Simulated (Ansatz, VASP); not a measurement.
**Y2CF2 (Y2CF2 MXene monolayer): VASP beside Ansatz**

Aim: how closely do two programs agree when they are given the same cell, functional and k mesh? The structure shown is the start of the Ansatz relaxation below; VASP solves that cell, so the two are compared at the walk's first step.

Method: plane waves, with VASP 6.6.1 beside it; single point at PBE with D3(BJ), in Ansatz 0.2.0.

### 1. Starting point

The cell holds 5 atoms: 2 F, 2 Y and 1 C. Its edges and angles: a = 3.478 Å, b = 3.478 Å, c = 40.805 Å, α = 90.0°, β = 90.0°, γ = 120.0°. Vacuum lies along c.

### 2. Ansatz: relaxation, PBE with D3(BJ)

Ansatz runs on its PAW soft_1 files.

The two programs are compared at the cell with which this relaxation starts, whose forces are those of its first step.

input.yaml reads:

```yaml
crystal:
  lattice:
    - [3.47776, 0.0, 0.0]
    - [-1.73888, 3.0118285083, 0.0]
    - [0.0, 0.0, 40.8048287095]
  atoms:
    - { symbol: F, position: [0.3333333333, 0.6666666667, 0.439898918] }
    - { symbol: "Y", position: [0.6666666667, 0.3333333333, 0.4663708565] }
    - { symbol: C, position: [0.0, 0.0, 0.5] }
    - { symbol: "Y", position: [0.3333333333, 0.6666666667, 0.5336291435] }
    - { symbol: F, position: [0.6666666667, 0.3333333333, 0.560101082] }
  periodic: [true, true, false]
kpoints:
  mp_grid: { grid: [12, 12, 1] }
hamiltonian:
  xc: pbe
  dispersion: d3bj
  pseudopotentials: { kind: paw, azcp: { folder: soft_1 } }
scf:
  occupations: { method: fermi_dirac, width: 0.05 }
  convergence: { dr2_threshold: 1.0e-09 }
relax:
  f_tol: 0.004
  max_steps: 90
  cell: {}
output:
  write_potential: true
  write_density: true
  volumetric_format: npy
```

Command:

```
$ ansatz run input.yaml --threads 2 --pin off --max-ram 3072MiB --backend cpu --events-out ev --progress --plain --runs-dir out
```

Numbers of over 12 decimals in the logs are rounded to 6 here.

What it wrote:

```text
Warning: relax.cell: scf.convergence.dr2_threshold = 1e-9 eV is looser than the 2.25069178327e-10 eV advised for a relaxation that steers and ends on the stress (1e-10 eV for each atom of the cell: 5, times the square of relax.cell.stress_2d_tol = 0.05 N/m over 14.9 Å (the atoms' height at the walk's start and 5 Å past either face), 3.355e-2 GPa, over a crystal's default 0.05). What an SCF threshold leaves in a stress goes as its square root, and in the free energy as the threshold itself, and one threshold admits the most on a small cell: [figures from the program's tests cut] Set scf.convergence.dr2_threshold to 2.25069178327e-10 eV or tighter. [rest of the remark cut]
Engine: ansatz 0.2.0, aarch64-unknown-linux-gnu
Pseudopotentials: kind: paw
Pseudopotential: F, paw, valence charge 7, recommended cutoff 420 eV (normal), soft_1/F.paw.azcp
Pseudopotential: Y, paw, valence charge 11, recommended cutoff 420 eV (normal), soft_1/Y.paw.azcp
Pseudopotential: C, paw, valence charge 4, recommended cutoff 420 eV (normal), soft_1/C.paw.azcp
Functional definition: PBE
  parameter kappa = 0.804
  parameter beta = 0.066725
  exchange = pbe_x(kappa = kappa, mu = beta*pi^2/3)
  correlation = pbe_c(beta = beta)
Crystal: 5 atoms, lattice volume = 427.407 Å³
Basis set: ecut = 420 eV, 8351 PW (Γ), exchange–correlation on 48×48×576 points (8 copies of the dense FFT grid, shifted against one another)
Bands: 25, of which v1, the nominal top of the filled ones, is band 20 counted from 1 (19 counted from 0)
Symmetry: 12 space group operations
Space group: P-3m1 (ITA 164), of the structure as read, at distance tolerance 7.5e-5 Å
k-points: 19 of 144
Non-local potential: F, projectors of the file, l = 0: 2, l = 1: 2, l = 2: 1
Non-local potential: Y, projectors of the file, l = 0: 3, l = 1: 2, l = 2: 2, l = 3: 1
Non-local potential: C, projectors of the file, l = 0: 2, l = 1: 2, l = 2: 1
PAW form: soft (Blöchl's): semilocal exchange-correlation on the pseudo side does not see the compensation charge
PAW one-centre angular grid: F, 110 points (default); XC on 64 Gauss nodes
PAW one-centre angular grid: Y, 590 points (default); XC on 64 Gauss nodes
PAW one-centre angular grid: C, 110 points (default); XC on 64 Gauss nodes
Initial density: superposition of atomic densities (neutral atoms: chi_scale 0, normalization atom)
Initial wavefunctions: pseudopotential atomic-orbital guess
Functional: x = pbe(κ = 0.804, μ = 0.219515), c = pbe(β = 0.066725)
SCF iter   1: F=—  HF=-9578.097122 eV  |F-HF|=—  |Δ(HF+E_count)|=         —  Δρ=5.36e-2  dr2=2.30e1  ethr=3.10e-3  ⟨swp⟩=11.3  Hψ=3484  notcnv=0
preconditioner: auto → Resta (q_TF=auto, 1.838 Å⁻¹)  ε∞=1.4  [insulator: Δε(μ)=3.851 eV  Ē_g=17.288 eV  σ=0.050 eV  W_gap=1.00  n_scr=22 (ndim 8)  ℏωp=10.8 eV  f_vac=0.788  D(μ)=0.00/eV (n_scr^D=0)  ε∞_Penn≈1.4  vacuum switching on, ρ_ref=2.2e-2 e/Å³]
SCF iter   2: F=—  HF=-9573.990225 eV  |F-HF|=—  |Δ(HF+E_count)|=    4.11e0  Δρ=3.93e-2  dr2=9.91e0  ethr=3.10e-3  ⟨swp⟩=6.9  Hψ=1647  notcnv=0  defer=19
preconditioner: auto → LDOS  [metal: Δε(μ)=0.105 eV  Ē_g=8.295 eV  σ=0.050 eV  W_gap=0.48  n_scr=22 (ndim 8)  ℏωp=8.0 eV  f_vac=0.800  D(μ)=1.31/eV (n_scr^D=8)  β→1.0]
SCF iter   3: F=—  HF=-9572.110103 eV  |F-HF|=—  |Δ(HF+E_count)|=    1.88e0  Δρ=8.75e-3  dr2=3.49e-1  ethr=3.10e-3  ⟨swp⟩=5.0  Hψ=1294  notcnv=0  defer=1
SCF iter   4: F=—  HF=-9572.164528 eV  |F-HF|=—  |Δ(HF+E_count)|=   5.44e-2  Δρ=9.62e-3  dr2=3.98e-1  ethr=8.73e-4  ⟨swp⟩=6.0  Hψ=1376  notcnv=0  defer=17
SCF iter   5: F=—  HF=-9572.070959 eV  |F-HF|=—  |Δ(HF+E_count)|=   9.36e-2  Δρ=1.73e-3  dr2=2.11e-2  ethr=8.73e-4  ⟨swp⟩=3.9  Hψ=1091  notcnv=0  defer=11
SCF iter   6: F=—  HF=-9572.066638 eV  |F-HF|=—  |Δ(HF+E_count)|=   4.32e-3  Δρ=3.10e-4  dr2=3.73e-4  ethr=5.27e-5  ⟨swp⟩=3.9  Hψ=1042  notcnv=0  defer=11
SCF iter   7: F=—  HF=-9572.066794 eV  |F-HF|=—  |Δ(HF+E_count)|=   1.56e-4  Δρ=8.04e-5  dr2=2.02e-5  ethr=9.33e-7  ⟨swp⟩=3.3  Hψ=1039  notcnv=0  defer=10
SCF iter   8: F=—  HF=-9572.066803 eV  |F-HF|=—  |Δ(HF+E_count)|=   9.00e-6  Δρ=1.63e-5  dr2=1.82e-6  ethr=5.04e-8  ⟨swp⟩=3.3  Hψ=1041  notcnv=0  defer=10
SCF iter   9: F=—  HF=-9572.066959 eV  |F-HF|=—  |Δ(HF+E_count)|=   1.56e-4  Δρ=3.85e-6  dr2=5.13e-8  ethr=4.54e-9  ⟨swp⟩=3.2  Hψ=971  notcnv=0  defer=10
SCF iter  10: F=—  HF=-9572.066959 eV  |F-HF|=—  |Δ(HF+E_count)|=   5.37e-8  Δρ=6.18e-7  dr2=1.05e-9  ethr=1.28e-10  ⟨swp⟩=3.3  Hψ=1066  notcnv=0  defer=10
[...]
SCF 7 converged in 7 iterations: F = -9572.253905 eV  dr2 = 1.44e-10
relax step   7: F+E_penalty+E_count = -9572.25390471 eV  Δ(F+E_penalty+E_count) = +8.119e-5 eV  max|allowed force component| = 5.230e-3 eV/Å  Δτ_max = 0.0015 Å  P = -0.005 N/m  Ω = 446.403 Å³  energy of the carried Pulay correction = -1.291e-4 eV  fix = [c, alpha, beta]  reactions: c -0.000 N/m  (7 SCF iters, accepted)
[...]
relax step   8: F+E_penalty+E_count = -9572.25391460 eV  Δ(F+E_penalty+E_count) = -9.899e-6 eV  max|allowed force component| = 1.194e-3 eV/Å  Δτ_max = 0.0004 Å  P = -0.000 N/m  Ω = 446.365 Å³  energy of the carried Pulay correction = -1.206e-4 eV  fix = [c, alpha, beta]  reactions: c -0.000 N/m  (6 SCF iters, accepted)
[...]
relax step   9: F+E_penalty+E_count = -9572.25402963 eV  Δ(F+E_penalty+E_count) = -1.150e-4 eV  max|allowed force component| = 1.188e-3 eV/Å  Δτ_max = 0.0000 Å  P = +0.001 N/m  Ω = 446.365 Å³  fix = [c, alpha, beta]  reactions: c +0.000 N/m  stress off target by 9.30e-4 N/m on what of the cell is left free  SCF on the basis re-selected at this cell (its energy is not comparable with the rows above)  (3 SCF iters)
basis re-selected at this cell: Δ(F+E_penalty+E_count) = -1.150e-4 eV, ΔP = +0.001 N/m vs the last step (what re-selecting the basis moved, of the pressure what is left beyond the Pulay correction that the steps carried, after the strain that the cell walked since its last selection, with what the two solves' SCF thresholds leave and, on support functions, any second-order correction that the steps lacked; it is no m [...]
WARN: The output density's exchange-correlation potential varies sharply where the density is thin. Do not read a vacuum level from v_tot or v_xc, or from such a field of the output density. On a cell that repeats whose density bears no net charge and no dipole along the vacuum's axis use v_es (v_loc + v_h of the components); under efield.dipole_correction with no amplitude use v_es + v_field, which holds any externa [...]
SCF converged after 3 iterations
Free energy (F): -9572.254030 eV
Harris-Foulkes:  -9572.254025 eV  (|F-HF|=4.15e-6)
Internal energy: -9572.254028 eV  (E = F + TS)
E sigma→0 (E₀):  -9572.254029 eV
Entropy (-TS):   -0.000002 eV (-0.000 meV/atom)
Fermi energy:    -3.714762 eV
--- Per-component energies (eV) ---
  E_band       = -781.735606
  E_kinetic    = 1116.441840
  E_local      = -108772.421163  (includes V_loc(G=0)·N_el)
  E_nonlocal   = 249.132640
  E_hartree    = 53762.329556
  E_xc         = -562.348359
  E_vxc        = -671.709891  (∫ρ·V_xc dr)
  E_paw        = -6139.948927  (= ΣΔE_a)
  E_vpaw       = -227.839152  (= ΣTr[D̂ρ^β])
  E_aug_tail   = 0.001473  (compensation charges beyond the density's cutoff)
  E_ewald      = 50775.321085
  E_disp       = -0.762173  (pairwise vdW)
  E_smearing   = -0.000002  (= −TS)
  E_closure    = 0.000000  (closes the sum)
  Σ components = -9572.254030   (vs F -9572.254030, Δ=0.00e0)
--- Forces (eV/Å), atoms counted from 1 ---
  atom   1  F     -0.00000000    -0.00000000     0.00063489
  atom   2  Y      0.00000000    -0.00000000    -0.00118845
  atom   3  C      0.00000000     0.00000000     0.00000000
  atom   4  Y      0.00000000     0.00000000     0.00118845
  atom   5  F     -0.00000000     0.00000000    -0.00063489
  max |Σ_I F_I| component: 6.94e-18 eV/Å
--- 2D stress c σ (N/m, compression-positive) ---
        0.000930      -0.000000      -0.000000
       -0.000000       0.000930      -0.000000
       -0.000000      -0.000000       0.000000
  P = ½ c Tr σ = 0.0009 N/m
--- Band table (eV; the first three rows and the last of 19) ---
  k-point 0: bands = [... 16 lower, -9.8812, -5.7936, -4.2927, -4.2927, -1.4508, -1.2836, -1.1131, -1.1131, ... 1 higher]
  k-point 1: bands = [... 16 lower, -9.8314, -5.7064, -4.5095, -4.3187, -1.4614, -1.3038, -1.1267, -0.9785, ... 1 higher]
  k-point 2: bands = [... 16 lower, -9.7881, -5.5011, -4.9575, -4.3752, -1.9014, -1.1531, -0.8667, -0.6897, ... 1 higher]
  k-point 18: bands = [... 16 lower, -9.8116, -5.5278, -5.5278, -4.9131, -1.2784, -0.2966, -0.2966, 0.3798, ... 1 higher]
  the weakly bound empty levels are not read free of the cell's end (no_gap_told)
--- Relaxed structure (7 steps of the walk, 6 accepted, 2 SCFs on fresh bases) ---
  F+E_penalty+E_count = -9572.25402963 eV   max|allowed force component| = 1.188e-3 eV/Å   (the final SCF, on the basis selected at the relaxed cell)
  cell:  # Å, volume = 446.3648 Å³
    - [3.554053, 0.0, 0]
    - [-1.777026, 3.077900, 0]
    - [0, 0, 40.8048287095]
  atoms:
    - { symbol: F, position: [0.333333, 0.666667, 0.437583] }
    - { symbol: Y, position: [0.666667, 0.333333, 0.466403] }
    - { symbol: C, position: [0, 0, 0.500000] }
    - { symbol: Y, position: [0.333333, 0.666667, 0.533597] }
    - { symbol: F, position: [0.666667, 0.333333, 0.562417] }
```

The column dr2 measures how far the density is from self-consistency, as an energy; F and HF (Harris–Foulkes) agree once it is small.

### 3. VASP: single point, PBE with D3(BJ), start cell

The same cell, functional, mesh and smearing now go to VASP, with its own data sets.

Lines of VASP's logs that name or quote its potential files are left out, and so is its time.

INCAR reads:

```
SYSTEM = Y2CF2
PREC = Accurate
ENCUT = 520
EDIFF = 1E-06
NELM = 120
ISMEAR = -1
SIGMA = 0.05
LREAL = .FALSE.
ALGO = Normal
GGA = PE
IVDW = 12
NBANDS = 26
LASPH = .TRUE.
LORBIT = 11
LWAVE = .FALSE.
LCHARG = .FALSE.
ISIF = 2
LDIPOL = .TRUE.
IDIPOL = 3
DIPOL = 0.5 0.5 0.5
LVHAR = .TRUE.
GGA_COMPAT = .FALSE.
EFERMI = MIDGAP
NELMDL = -8
KPAR = 2
```

POSCAR reads:

```
Y2CF2
1.0
    3.4777600000      0.0000000000      0.0000000000
   -1.7388800000      3.0118290000      0.0000000000
    0.0000000000      0.0000000000     40.8048290000
F Y C
2 2 1
Direct
    0.3333333333      0.6666666667      0.4398989149
    0.6666666667      0.3333333333      0.5601010851
    0.6666666667      0.3333333333      0.4663708553
    0.3333333333      0.6666666667      0.5336291447
    0.0000000000      0.0000000000      0.4999999877
```

KPOINTS reads:

```
Automatic mesh
0
Gamma
12 12 1
0 0 0
```

Potentials, in the order of the species: F, Y_sv and C (PBE family, release 64).

Command:

```
$ mpirun -np 2 vasp_std
```

What it wrote:

```text
[banner, memory and clock lines left out]
running    2 mpi-ranks, on    1 nodes
 distrk:  each k-point on    1 cores,    2 groups
 distr:  one band on    1 cores,    1 groups

 POSCAR found type information on POSCAR F Y C
 POSCAR found :  3 types and       5 ions
 LDA part: xc-table for (Slater+PW92), standard interpolation
 POSCAR, INCAR and KPOINTS ok, starting setup
 FFT: planning ... GRIDC
 FFT: planning ... GRID_SOFT
 FFT: planning ... GRID
 WAVECAR not read
 entering main loop
       N       E                     dE             d eps       ncg     rms          rms(c)
DAV:   1     0.291162119432E+03    0.29116E+03   -0.18529E+04  1372   0.117E+03
DAV:   2    -0.168130922959E+01   -0.29284E+03   -0.28629E+03  1344   0.284E+02
DAV:   3    -0.434472910983E+02   -0.41766E+02   -0.41581E+02  1392   0.983E+01
DAV:   4    -0.456192538203E+02   -0.21720E+01   -0.21667E+01  1612   0.210E+01
DAV:   5    -0.456733435290E+02   -0.54090E-01   -0.54077E-01  1454   0.319E+00
DAV:   6    -0.456749847484E+02   -0.16412E-02   -0.16412E-02  1496   0.504E-01
DAV:   7    -0.456750322918E+02   -0.47543E-04   -0.47543E-04  1504   0.760E-02
DAV:   8    -0.456750331791E+02   -0.88734E-06   -0.88734E-06  1312   0.101E-02    0.505E+01
DAV:   9    -0.378473713957E+02    0.78277E+01   -0.48095E+01  1110   0.286E+01    0.443E+01
DAV:  10    -0.376675539465E+02    0.17982E+00   -0.26762E+00  1366   0.832E+00    0.200E+01
DAV:  11    -0.375446512006E+02    0.12290E+00   -0.30592E-01  1512   0.332E+00    0.133E+00
DAV:  12    -0.375260255542E+02    0.18626E-01   -0.67780E-02  1392   0.117E+00    0.662E-01
DAV:  13    -0.375100803226E+02    0.15945E-01   -0.20050E-02  1494   0.699E-01    0.276E-01
DAV:  14    -0.375000355217E+02    0.10045E-01   -0.88284E-03  1384   0.519E-01    0.417E-01
[...]
DAV:  22    -0.374989398628E+02   -0.11452E-03   -0.78550E-06  1094   0.956E-03    0.340E-03
DAV:  23    -0.374989920870E+02   -0.52224E-04   -0.33127E-06  1052   0.449E-03    0.821E-04
DAV:  24    -0.374990195291E+02   -0.27442E-04   -0.11360E-06   964   0.318E-03    0.144E-03
DAV:  25    -0.374990291686E+02   -0.96394E-05   -0.36577E-07   974   0.177E-03    0.326E-04
DAV:  26    -0.374990354006E+02   -0.62320E-05   -0.15535E-07   936   0.137E-03    0.735E-04
DAV:  27    -0.374990367257E+02   -0.13252E-05   -0.19788E-08  1004   0.605E-04    0.190E-04
DAV:  28    -0.374990381347E+02   -0.14090E-05   -0.17147E-08   782   0.631E-04    0.238E-04
DAV:  29    -0.374990384881E+02   -0.35336E-06   -0.20068E-09   870   0.290E-04
   1 F= -.38302671E+02 E0= -.38302669E+02  d E =-.309082E-05
```

Parts of OUTCAR (step 3):

```text
ion  position               nearest neighbor table
   1  0.333  0.667  0.440-   3 2.28   3 2.28   3 2.28
   2  0.667  0.333  0.560-   4 2.28   4 2.28   4 2.28
   3  0.667  0.333  0.466-   1 2.28   1 2.28   1 2.28   5 2.43   5 2.43   5 2.43   4 3.40   4 3.40
                             4 3.40
   4  0.333  0.667  0.534-   2 2.28   2 2.28   2 2.28   5 2.43   5 2.43   5 2.43   3 3.40   3 3.40
                             3 3.40
   5  0.000  0.000  0.500-   3 2.43   3 2.43   3 2.43   4 2.43   4 2.43   4 2.43

  LATTYP: Found a hexagonal cell.
 ALAT       =     3.4777600000
 C/A-ratio  =    11.7330779007

 Subroutine GETGRP returns: Found 12 space group operations
 (whereof 12 operations were pure point group operations)

The static configuration has the point symmetry D_3d.

 Found     19 irreducible k-points:

   k-points           NKPTS =     19   k-points in BZ     NKDIM =     19   number of bands    NBANDS=     26

   dimension x,y,z NGX =    28 NGY =   28 NGZ =  320
   dimension x,y,z NGXF=    56 NGYF=   56 NGZF=  640

   ENCUT  =  520.0 eV  38.22 Ry    6.18 a.u.   6.47  6.47 75.87*2*pi/ulx,y,z

   NELECT =      40.0000    total number of electrons

 k-points in reciprocal lattice and weights: Automatic mesh
   0.00000000  0.00000000  0.00000000       0.007
   0.08333333  0.00000000  0.00000000       0.042
   0.16666667  0.00000000  0.00000000       0.042
   0.25000000 -0.00000000  0.00000000       0.042
   0.33333333  0.00000000  0.00000000       0.042
   0.41666667 -0.00000000  0.00000000       0.042
   0.50000000 -0.00000000  0.00000000       0.021
   0.08333333  0.08333333  0.00000000       0.042
   0.16666667  0.08333333  0.00000000       0.083
[...]
0.33333333  0.25000000  0.00000000       0.083
   0.33333333  0.33333333  0.00000000       0.014

 dipolmoment           0.000000      0.000000      0.000002 electrons x Angstroem

 average (electrostatic) potential at core
       1 -83.4977       2 -83.4977       3 -41.6158       4 -41.6157       5 -54.3697

 E-fermi :  -1.6959

 k-point     1 :       0.0000    0.0000    0.0000
  band No.  band energies     occupation
    ...
     16      -8.8863      2.00000
     17      -8.5388      2.00000
     18      -3.8730      2.00000
     19      -2.2152      1.99994
     20      -2.2152      1.99994
     21       0.0993      0.00000
     22       0.2393      0.00000
     23       0.9136      0.00000
     24       0.9587      0.00000
     25       0.9587      0.00000
    ...

 k-point     2 :       0.0833    0.0000    0.0000
  band No.  band energies     occupation
    ...
     16      -8.8739      2.00000
     17      -8.4743      2.00000
     18      -3.7748      2.00000
     19      -2.4660      2.00000
     20      -2.2534      1.99997
     21       0.2347      0.00000
     22       0.2757      0.00000
     23       0.7192      0.00000
     24       1.0250      0.00000
     25       1.1085      0.00000
    ...

 k-point     3 :       0.1667    0.0000    0.0000
  band No.  band energies     occupation
    ...
     16      -8.8243      2.00000
     17      -8.3964      2.00000
     18      -3.5512      2.00000
     19      -2.9700      2.00000
     20      -2.3348      1.99999
     21       0.0878      0.00000
     22       0.4737      0.00000
     23       0.6708      0.00000
     24       1.2954      0.00000
     25       1.5222      0.00000
    ...

 Edisp (eV)   -0.80363

  Total       4.62812     4.62812     2.74744     0.00000    -0.00000     0.00000
  in kB      17.34896    17.34896    10.29905     0.00000    -0.00000     0.00000
  external pressure =       15.00 kB  Pullay stress =        0.00 kB

  energy-cutoff  :      520.00
  volume of cell :      427.41
      direct lattice vectors                 reciprocal lattice vectors
     3.477760000  0.000000000  0.000000000     0.287541406  0.166012081  0.000000000
    -1.738880000  3.011829000  0.000000000     0.000000000  0.332024162  0.000000000
     0.000000000  0.000000000 40.804829000     0.000000000  0.000000000  0.024506903

 POSITION                                       TOTAL-FORCE (eV/Angst)
 -----------------------------------------------------------------------------------
     -0.00000      2.00789     17.95000         0.000000      0.000000     -0.968086
      1.73888      1.00394     22.85483        -0.000000      0.000000      0.968086
      1.73888      1.00394     19.03018         0.000000      0.000000      0.696258
     -0.00000      2.00789     21.77465        -0.000000     -0.000000     -0.696258
      0.00000      0.00000     20.40241         0.000000      0.000000      0.000000
 -----------------------------------------------------------------------------------
    total drift:                                0.000000      0.000000      0.000331

  FREE ENERGIE OF THE ION-ELECTRON SYSTEM (eV)
  ---------------------------------------------------
  free  energy   TOTEN  =       -38.3026709136 eV

  energy  without entropy=      -38.3026678227  energy(sigma->0) =      -38.30266937

 vacuum level on the upper side and lower side of the slab         1.283         1.283

 total charge
# of ion       s       p       d       f       tot
--------------------------------------------------
    1        1.739   4.383   0.000   0.000   6.122
    2        1.739   4.383   0.000   0.000   6.122
    3        2.203   6.508   1.123   0.107   9.941
    4        2.203   6.508   1.123   0.107   9.941
    5        0.871   1.492   0.000   0.000   2.364
--------------------------------------------------
tot          8.755  23.275   2.245   0.214  34.490

[... 3 further parts left out ...]
```

### 4. Comparison

Known differences besides the potentials themselves: Ansatz cuts the interaction across the vacuum, VASP repeats the sheet with a dipole correction; the cutoff is 420 eV in Ansatz and 520 eV in VASP. Total energies have different zeros and are not compared.

Forces (eV/Å; atoms numbered as in POSCAR):

```
atom        Ansatz x, y, z          VASP x, y, z
  F1  0.000, 0.000, -0.968  0.000, 0.000, -0.968
  F2   0.000, 0.000, 0.968   0.000, 0.000, 0.968
  Y3   0.000, 0.000, 0.687   0.000, 0.000, 0.696
  Y4  0.000, 0.000, -0.687  0.000, 0.000, -0.696
  C5   0.000, 0.000, 0.000   0.000, 0.000, 0.000
```

The forces differ by 3.3 meV/Å r.m.s., which is 0.8 % of the r.m.s. force of 0.435 eV/Å (both taken over all components). With vacuum in the cell, a pressure given here is an average over mostly empty space and none of the material.

### 5. What came out

```
r.m.s. force difference (single point, PBE with D3(BJ), start cell) : 0.76 % of the r.m.s. force
```

In words: The r.m.s. force difference is 0.76 % of the r.m.s. force (single point, PBE with D3(BJ), start cell), within the 3 % picked in this series as the mark of a large difference. 1 further run of this series is not shown here. Such differences can come from data sets, numerical settings and the points named under the comparisons, not from the functional's error against experiment.

[Lines on the potential files, build, host, timing and source positions are cut from VASP's logs without a mark.]

[Logs are printed without paths, hosts, clocks, repeated set-up lines and the standing remarks that a program may print on its own settings, such as how far it seeks lower states.]

[Hosts, paths, dates, database ids (printed as entryN), source tags and the programs' standing remarks are cut or masked in the printed files.]
